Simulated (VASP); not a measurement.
# SiNi3: structure and properties in VASP, part 5 of 5

What structure does SiNi3 take at this level, and what are its properties? Left out of this account: at least 1 further run (phonons: its modes failed a check). The start is a cell from a database of measured crystal structures.

VASP 6.6.1, plane waves and PAW; the level of theory is named at each step.

Still holding for the runs below: This run allows spin, but its moments start at zero, where symmetry between the spins tends to hold them, which is where the search above led.

So far. Step 9 (Second relaxation): It ends with forces that vanish by symmetry and a pressure of 0.01 GPa. The volume moved by only 0.07 %, so the volume is settled. Step 10 (Single point with fields (SCAN)): In this run the pressure is 0.01 GPa, small enough to go on; single stress components reach 0.01 GPa. The relaxed cell has a = 3.447 Å (conventional setting).

The database entry behind the starting cell differs from later determinations by our own check (an axis about 0.9 % long against later determinations), so it need not match the best structure at ambient conditions.

## Step 11: Band structure (SCAN)

Level of this step: SCAN, zero-moment start; plane waves and PAW (Si, Ni) (VASP).

Levels along the symmetry lines show where the bands peak and cross; KPOINTS_OPT computes them in the converged potential.

INCAR reads:

```
SYSTEM = SiNi3
PREC = Accurate
ENCUT = 400
EDIFF = 1E-06
NELM = 100
ISMEAR = 1
SIGMA = 0.2
LREAL = .FALSE.
ALGO = Normal
METAGGA = SCAN
LASPH = .TRUE.
NBANDS = 33
ISPIN = 2
MAGMOM = -0 0 0 0
LMAXMIX = 4
LORBIT = 11
LWAVE = .FALSE.
LCHARG = .FALSE.
KPAR = 8
```

POSCAR reads:

```
SiNi3
1.0
    3.4473239300      0.0000000000      0.0000000000
    0.0000000000      3.4473239300      0.0000000000
    0.0000000000      0.0000000000      3.4473239300
Si Ni
1 3
Direct
    0.0000000000      0.0000000000      0.0000000000
    0.0000000000      0.5000000000      0.5000000000
    0.5000000000      0.0000000000      0.5000000000
    0.5000000000      0.5000000000      0.0000000000
```

KPOINTS reads:

```
Automatic mesh
0
Gamma
6 6 6
0 0 0
```

KPOINTS_OPT reads:

```
Line mode
16
Line-mode
Reciprocal
  0.00000000   0.00000000   0.00000000 GAMMA
  0.00000000   0.50000000   0.00000000 X

  0.00000000   0.50000000   0.00000000 X
  0.50000000   0.50000000   0.00000000 M

  0.50000000   0.50000000   0.00000000 M
  0.00000000   0.00000000   0.00000000 GAMMA

  0.00000000   0.00000000   0.00000000 GAMMA
  0.50000000   0.50000000   0.50000000 R

  0.50000000   0.50000000   0.50000000 R
  0.00000000   0.50000000   0.00000000 X

  0.50000000   0.50000000   0.00000000 M
  0.50000000   0.50000000   0.50000000 R
```

The projector-augmented-wave data sets are Si and Ni (PBE family, release 64).

Started as:

```bash
mpirun -np 8 vasp_std
```

What it wrote:

```text
[... set-up lines as in an earlier step ...]
 entering main loop
       N       E                     dE             d eps       ncg     rms          rms(c)
DAV:   1     0.151563681835E+03    0.15156E+03   -0.12234E+04  2760   0.119E+03
DAV:   2    -0.531781018527E+02   -0.20474E+03   -0.18600E+03  2673   0.257E+02
DAV:   3    -0.677903967731E+02   -0.14612E+02   -0.13839E+02  3087   0.807E+01
DAV:   4    -0.680375509882E+02   -0.24715E+00   -0.24671E+00  2962   0.105E+01
DAV:   5    -0.680448410471E+02   -0.72901E-02   -0.72893E-02  3472   0.156E+00    0.215E+01
DAV:   6    -0.639255167830E+02    0.41193E+01   -0.22361E+01  3060   0.857E+01    0.172E+01
DAV:   7    -0.601879379819E+02    0.37376E+01   -0.65560E+00  3244   0.439E+01    0.491E+00
DAV:   8    -0.602473658400E+02   -0.59428E-01   -0.30493E-01  2712   0.468E+00    0.124E+00
DAV:   9    -0.602442079881E+02    0.31579E-02   -0.18397E-02  3412   0.105E+00    0.443E-01
DAV:  10    -0.602457650645E+02   -0.15571E-02   -0.17668E-03  3905   0.518E-01    0.165E-01
DAV:  11    -0.602465571965E+02   -0.79213E-03   -0.61803E-04  2986   0.183E-01    0.355E-02
DAV:  12    -0.602465950999E+02   -0.37903E-04   -0.23872E-05  3236   0.458E-02    0.172E-02
DAV:  13    -0.602466221815E+02   -0.27082E-04   -0.48430E-06  3158   0.197E-02    0.590E-03
DAV:  14    -0.602466203893E+02    0.17923E-05   -0.50729E-07  1779   0.857E-03    0.316E-03
DAV:  15    -0.602465891198E+02    0.31269E-04   -0.20483E-07  1528   0.548E-03    0.936E-04
DAV:  16    -0.602465895433E+02   -0.42348E-06   -0.64353E-08  1509   0.185E-03
   1 F= -.60246590E+02 E0= -.60249302E+02  d E =0.813735E-02  mag=    -0.0000
 Start KPOINTS_OPT (optional k-point list driver)
k-point batch [1-20\96]
       N       E                     dE             ncg
DAV:   1     0.997059335045E+04    0.12790E+03     2760
DAV:   2     0.583040601355E+04   -0.41402E+04     2689
DAV:   3     0.553083396374E+04   -0.29957E+03     3067
DAV:   4     0.552542666764E+04   -0.54073E+01     2882
DAV:   5     0.552523830975E+04   -0.18836E+00     3714
DAV:   6     0.552523245997E+04   -0.58498E-02     3154
DAV:   7     0.552523231397E+04   -0.14600E-03     3811
DAV:   8     0.552523231346E+04   -0.50578E-06     1961
[...]
k-point batch [81-96\96]
       N       E                     dE             ncg
DAV:   1     0.111944048980E+05   -0.12300E+05     2224
DAV:   2     0.805764423146E+04   -0.31368E+04     2112
DAV:   3     0.782909971770E+04   -0.22854E+03     2621
DAV:   4     0.782530691211E+04   -0.37928E+01     2430
DAV:   5     0.782516783711E+04   -0.13908E+00     3143
DAV:   6     0.782516395743E+04   -0.38797E-02     2763
DAV:   7     0.782516393380E+04   -0.23629E-04     3118
DAV:   8     0.782516393360E+04   -0.20049E-06     1851
```

Wall time 32 s (8 MPI ranks of Intel Xeon Platinum 8488C (Sapphire Rapids), shared host); peak memory 1.6 GiB.

Parts of OUTCAR (step 11):

```text
   k-points           NKPTS =     20   k-points in BZ     NKDIM =     20   number of bands    NBANDS=     33

   NELECT =      34.0000    total number of electrons

 E-fermi :  11.2215

 spin component 1
 k-point     1 :       0.0000    0.0000    0.0000
  band No.  band energies     occupation
    ...
     12      10.2370      1.00000
     13      10.2370      1.00000
     14      10.4253      1.00000
     15      10.4254      1.00000
     16      10.8448      1.01144
     17      11.2688      0.30569
     18      11.2689      0.30527
     19      11.2689      0.30527
     20      16.7126      0.00000
     21      17.9057      0.00000
    ...

 k-point     2 :       0.1667    0.0000    0.0000
  band No.  band energies     occupation
    ...
     12      10.3063      1.00000
     13      10.3064      1.00000
     14      10.3649      1.00000
     15      10.4262      1.00000
     16      10.7005      1.00072
     17      11.2693      0.30375
     18      11.9651     -0.00000
     19      11.9652     -0.00000
     20      17.0860      0.00000
     21      17.8030      0.00000
    ...

  Total        0.0036181      0.0036181      0.0036181      0.0000000     -0.0000000      0.0000000
  in kB        0.1414973      0.1414973      0.1414973      0.0000000     -0.0000000      0.0000000
  external PRESSURE =       0.1414973 kB  Pullay stress =       0.0000000 kB

  FREE ENERGIE OF THE ION-ELECTRON SYSTEM (eV)
  ---------------------------------------------------
  free  energy   TOTEN  =       -60.2465895433 eV

  energy  without entropy=      -60.2547268926  energy(sigma->0) =      -60.24930199

 magnetization (x)
# of ion       s       p       d       tot
------------------------------------------
    1       -0.000   0.000   0.000   0.000
    2        0.000   0.000  -0.000  -0.000
    3        0.000   0.000  -0.000  -0.000
    4        0.000   0.000  -0.000  -0.000
--------------------------------------------------
tot          0.000   0.000  -0.000  -0.000

[... 10 parts as in an earlier step ...]

[... 12 further parts left out ...]
```

This step gave:

- bands: 33
- pressure: 0.01415 GPa

Both spin channels agree. The electronic bands at the labelled points (eV, zero at the Fermi level; # counts the bands kept in this run):

| point | #14 | #15 | #16 | #17 | #18 | #19 | #20 | #21 |
| --- | --- | --- | --- | --- | --- | --- | --- | --- |
| Γ | -0.80 | -0.80 | -0.38 | 0.05 | 0.05 | 0.05 | 5.49 | 6.68 |
| 0.47 of the way | -0.99 | -0.82 | -0.64 | 0.05 | 1.34 | 1.34 | 5.91 | 6.49 |
| X | -1.47 | -1.33 | -0.72 | 0.05 | 4.00 | 4.00 | 5.51 | 5.51 |
| 0.53 of the way | -1.35 | -1.06 | -0.96 | -0.56 | 1.40 | 1.96 | 4.83 | 6.39 |
| M | -1.67 | -1.29 | -1.20 | -1.03 | 0.70 | 0.70 | 6.21 | 6.81 |
| 0.53 of the way | -1.06 | -0.91 | -0.62 | -0.29 | 0.65 | 2.44 | 5.27 | 6.35 |
| Γ | -0.80 | -0.80 | -0.38 | 0.05 | 0.05 | 0.05 | 5.49 | 6.68 |
| 0.53 of the way | -1.21 | -1.21 | -0.39 | -0.17 | 0.74 | 0.74 | 4.59 | 6.04 |
| R | -1.44 | -1.44 | -0.69 | -0.24 | -0.24 | -0.24 | 1.53 | 4.38 |
| 0.47 of the way | -1.30 | -1.18 | -1.02 | -0.32 | 0.80 | 1.24 | 2.57 | 4.58 |
| X | -1.47 | -1.33 | -0.72 | 0.05 | 4.00 | 4.00 | 5.51 | 5.51 |
| jump to M | -1.67 | -1.29 | -1.20 | -1.03 | 0.70 | 0.70 | 6.21 | 6.81 |
| 0.47 of the way | -1.36 | -1.33 | -1.26 | -0.58 | 0.28 | 0.28 | 3.02 | 5.64 |
| R | -1.44 | -1.44 | -0.69 | -0.24 | -0.24 | -0.24 | 1.53 | 4.38 |

Of the projections kept (Si, Ni), the largest for each band there, as a share of the weight inside these atoms' spheres; weight between the spheres isn't counted:

| point | #14 | #15 | #16 | #17 | #18 | #19 | #20 | #21 |
| --- | --- | --- | --- | --- | --- | --- | --- | --- |
| Γ | Ni 1.00 | Ni 1.00 | Ni 1.00 | Ni 1.00 | Ni 1.00 | Ni 1.00 | Ni 0.63 | Ni 1.00 |
| X | Ni 1.00 | Ni 1.00 | Ni 1.00 | Ni 1.00 | Ni 0.62 | Ni 0.62 | Ni 1.00 | Ni 1.00 |
| M | Ni 1.00 | Ni 1.00 | Ni 0.97 | Ni 1.00 | Ni 0.96 | Ni 0.96 | Ni 0.52 | Ni 0.62 |
| Γ | Ni 1.00 | Ni 1.00 | Ni 1.00 | Ni 1.00 | Ni 1.00 | Ni 1.00 | Ni 0.63 | Ni 1.00 |
| R | Ni 1.00 | Ni 1.00 | Ni 1.00 | Ni 1.00 | Ni 1.00 | Ni 1.00 | Ni 0.73 | Ni 1.00 |
| X | Ni 1.00 | Ni 1.00 | Ni 1.00 | Ni 1.00 | Ni 0.62 | Ni 0.62 | Ni 1.00 | Ni 1.00 |

There is no gap at this level.

Of the bands kept, 3 cross the Fermi level on this path.

## Step 12: Density of states (SCAN)

A density of states needs more k-points than a total energy, and tetrahedra (ISMEAR = -5) or a smearing that fits the mesh; LORBIT projects the states on the PAW spheres. The mesh is finer than in the run before.

Edit INCAR of step 11 so:

```diff
@@ -5,3 +5,3 @@
 NELM = 100
-ISMEAR = 1
+ISMEAR = -5
 SIGMA = 0.2
@@ -19 +19,2 @@
 KPAR = 8
+NEDOS = 2001
```

POSCAR is that of step 11.

KPOINTS reads:

```
Automatic mesh
0
Gamma
8 8 8
0 0 0
```

Started as:

```bash
mpirun -np 8 vasp_std
```

What it wrote:

```text
[... set-up lines as in an earlier step ...]
 entering main loop
       N       E                     dE             d eps       ncg     rms          rms(c)
DAV:   1     0.153025585797E+03    0.15303E+03   -0.12104E+04  4852   0.118E+03
DAV:   2    -0.528784404480E+02   -0.20590E+03   -0.18738E+03  4652   0.259E+02
DAV:   3    -0.677855885838E+02   -0.14907E+02   -0.14199E+02  5311   0.813E+01
DAV:   4    -0.680402221388E+02   -0.25463E+00   -0.25410E+00  5227   0.107E+01
DAV:   5    -0.680477046272E+02   -0.74825E-02   -0.74803E-02  6158   0.158E+00    0.215E+01
DAV:   6    -0.638877058610E+02    0.41600E+01   -0.22122E+01  5343   0.855E+01    0.172E+01
DAV:   7    -0.601975901577E+02    0.36901E+01   -0.77593E+00  5787   0.441E+01    0.495E+00
DAV:   8    -0.602489116607E+02   -0.51322E-01   -0.31199E-01  4748   0.490E+00    0.122E+00
DAV:   9    -0.602464217060E+02    0.24900E-02   -0.19312E-02  5814   0.104E+00    0.437E-01
DAV:  10    -0.602479436984E+02   -0.15220E-02   -0.17371E-03  6768   0.519E-01    0.168E-01
DAV:  11    -0.602486026352E+02   -0.65894E-03   -0.61032E-04  5004   0.182E-01    0.329E-02
DAV:  12    -0.602486705452E+02   -0.67910E-04   -0.22252E-05  5647   0.429E-02    0.160E-02
DAV:  13    -0.602486993215E+02   -0.28776E-04   -0.47854E-06  5489   0.203E-02    0.556E-03
DAV:  14    -0.602486926498E+02    0.66716E-05   -0.57812E-07  2924   0.876E-03    0.309E-03
DAV:  15    -0.602486633703E+02    0.29279E-04   -0.21016E-07  2605   0.571E-03    0.108E-03
DAV:  16    -0.602486627683E+02    0.60203E-06   -0.70201E-08  2538   0.185E-03
   1 F= -.60248663E+02 E0= -.60248663E+02  d E =0.000000E+00  mag=    -0.0001
 -----------------------------------------------------------------------------
|                                                                             |
|           W    W    AA    RRRRR   N    N  II  N    N   GGGG   !!!           |
|           W    W   A  A   R    R  NN   N  II  NN   N  G    G  !!!           |
|           W    W  A    A  R    R  N N  N  II  N N  N  G       !!!           |
|           W WW W  AAAAAA  RRRRR   N  N N  II  N  N N  G  GGG   !            |
|           WW  WW  A    A  R   R   N   NN  II  N   NN  G    G                |
|           W    W  A    A  R    R  N    N  II  N    N   GGGG   !!!           |
|                                                                             |
|     Tetrahedron method does not include variations of the Fermi             |
|     occupations, so forces and stress will be inaccurate. We suggest        |
|     using a different smearing scheme ISMEAR = 1 or 2 for metals in         |
|     relaxations.                                                            |
|                                                                             |
 -----------------------------------------------------------------------------
```

Elapsed: 21 s, on 8 MPI ranks; peak memory 1.5 GiB.

Parts of OUTCAR (step 12):

```text
   k-points           NKPTS =     35   k-points in BZ     NKDIM =     35   number of bands    NBANDS=     33

   NELECT =      34.0000    total number of electrons

 E-fermi :  11.2013

 spin component 1
 k-point     1 :       0.0000    0.0000    0.0000
  band No.  band energies     occupation
    ...
     12      10.2363      1.00000
     13      10.2363      1.00000
     14      10.4298      1.00000
     15      10.4299      1.00000
     16      10.8434      1.00000
     17      11.2702     -0.07454
     18      11.2703      0.00000
     19      11.2703      0.00000
     20      16.7140      0.00000
     21      17.9047      0.00000
    ...

 k-point     2 :       0.1250    0.0000    0.0000
  band No.  band energies     occupation
    ...
     12      10.3317      1.00000
     13      10.3318      1.00000
     14      10.4268      1.00000
     15      10.4318      1.00000
     16      10.7606      1.00000
     17      11.2705      0.05448
     18      11.6640      0.00000
     19      11.6641      0.00000
     20      17.0186      0.00000
     21      17.8460      0.00000
    ...

  Total        0.0040570      0.0040570      0.0040570      0.0000000     -0.0000000      0.0000000
  in kB        0.1586604      0.1586604      0.1586604      0.0000000     -0.0000000      0.0000000
  external PRESSURE =       0.1586604 kB  Pullay stress =       0.0000000 kB

  FREE ENERGIE OF THE ION-ELECTRON SYSTEM (eV)
  ---------------------------------------------------
  free  energy   TOTEN  =       -60.2486627683 eV

  energy  without entropy=      -60.2486627683  energy(sigma->0) =      -60.24866277

 magnetization (x)
# of ion       s       p       d       tot
------------------------------------------
    1        0.000   0.000   0.000   0.000
    2        0.000   0.000  -0.000  -0.000
    3        0.000   0.000  -0.000  -0.000
    4        0.000   0.000  -0.000  -0.000
--------------------------------------------------
tot          0.000   0.000  -0.000  -0.000

[... 7 parts as in an earlier step ...]

[... 15 further parts left out ...]
```

With tetrahedra the forces and stress of a metal are not exact derivatives of the energy.

Numbers from this step:

```yaml
irreducible_k_points: 35
free_energy_toten: -60.2487 eV
fermi_energy: 11.20 eV
pressure: 0.01587 GPa
dos_at_the_fermi_level_one_point_of_the_energy_grid: 2.060 states/eV/cell
```

The density of states has structure finer than the step of the table below, so its rows give means over 1 eV, whole bins alone (the curve runs from -12.0 to 7.91 eV). Peaks (eV: height): total -4.3: 8.71, -3.4: 7.62, -2.5: 12.4, -1.3: 15.5; Ni d -4.3: 5.49, -3.4: 6.49, -2.5: 11.0, -1.3: 14.5; Ni p -4.3: 0.720, -4.0: 0.768, -2.5: 0.573, -0.9: 0.558; Si p -5.4: 0.229, -4.3: 0.837, 0.9: 0.234; Ni s -6.6: 0.358, -4.0: 0.467, 6.2: 0.258, 7.5: 0.287.

States under -12.0 eV and over 7.9 eV are left out; both spin channels agree and are summed. The density of states by energy, zero at the Fermi level; means over each step; values in states/eV/cell:

| energy (eV) | total | Ni d | Ni p | Si p | Ni s | Si s |
| --- | --- | --- | --- | --- | --- | --- |
| -11 | 0.507 | 0.0157 | 0.0518 | 0.00610 | 0.134 | 0.136 |
| -10 | 0.715 | 0.0465 | 0.0986 | 0.00865 | 0.119 | 0.214 |
| -9 | 0.510 | 0.0874 | 0.0634 | 0.00387 | 0.0320 | 0.171 |
| -8 | 0.212 | 0.0226 | 0.0206 | 0.0235 | 0.0804 | 0.00373 |
| -7 | 0.966 | 0.176 | 0.114 | 0.107 | 0.277 | 0.0269 |
| -6 | 1.52 | 0.480 | 0.173 | 0.162 | 0.292 | 0.0358 |
| -5 | 1.68 | 0.881 | 0.147 | 0.137 | 0.159 | 0.0159 |
| -4 | 4.78 | 3.31 | 0.384 | 0.241 | 0.160 | 0.00124 |
| -3 | 6.11 | 5.24 | 0.300 | 0.0484 | 0.0784 | 0.00170 |
| -2 | 6.37 | 5.65 | 0.243 | 0.0579 | 0.0462 | 0.00579 |
| -1 | 8.60 | 7.71 | 0.334 | 0.0347 | 0.0843 | 0.0432 |
| 0 | 2.17 | 2.04 | 0.0419 | 0.0212 | 0.00516 | 0.00203 |
| 1 | 2.03 | 1.37 | 0.204 | 0.158 | 0.0541 | 0.0131 |
| 2 | 1.19 | 0.604 | 0.182 | 0.130 | 0.0406 | 0.0334 |
| 3 | 0.765 | 0.332 | 0.104 | 0.0881 | 0.0404 | 0.0616 |
| 4 | 0.767 | 0.280 | 0.119 | 0.111 | 0.0475 | 0.0471 |
| 5 | 0.982 | 0.341 | 0.153 | 0.0703 | 0.171 | 0.0247 |
| 6 | 1.47 | 0.394 | 0.297 | 0.0411 | 0.225 | 0.0951 |
| 7 | 1.50 | 0.370 | 0.304 | 0.0653 | 0.183 | 0.0852 |

The finer mesh and the other smearing move the Fermi level by -0.02 eV from the 6×6×6 run, a small shift, which tests the Fermi level alone. Of the states within 0.3 eV of the Fermi level, the largest shares in the PAW spheres are Ni d 95 %. The rest lies in smaller channels or between the spheres.

## Step 13: What came out

```
relaxed volume                            : 10.24 Å³/atom
relaxed conventional cell a, b, c         : 3.447, 3.447, 3.447 Å
space group after relaxing, within 0.02 Å : Pm-3m (No. 221)
moment of the cell                        : 0 μB
band gap                                  : none, a metal
DOS at the Fermi level                    : 2.06 states/eV/cell
```

**Reading.** With SCAN, SiNi3 relaxes to 10.24 Å³/atom in space group Pm-3m (held by the symmetry of the run) and comes out as a metal. Against the listed cell the volume lies -7.8 %. At SCAN the magnetic starts gave no state below the non-magnetic one; other levels were not tested for magnetism. Band structure (SCAN): Of the bands kept, 3 cross the Fermi level on this path. The k-sampling is coarse for a metal, so the Fermi level, pressures and the shape of the cell carry errors. No search among competing phases was made, and a listed structure need not be the one stable at ambient conditions. All values are for a static lattice at zero temperature.

[Lines on the potential files, build, host, timing and source positions are cut from VASP's logs without a mark.]

[Logs are printed without paths, hosts, clocks, repeated set-up lines and the standing remarks that a program may print on its own settings, such as how far it seeks lower states.]

[Hosts, paths, dates, database ids (printed as entryN), source tags and the programs' standing remarks are cut or masked in the printed files.]

[A measured line is paired with the nearest computed mode of its activity, which favours agreement.]

[In band tables of VASP the shares of atoms and orbitals are scaled to a sum of 1 inside the atoms' spheres.]
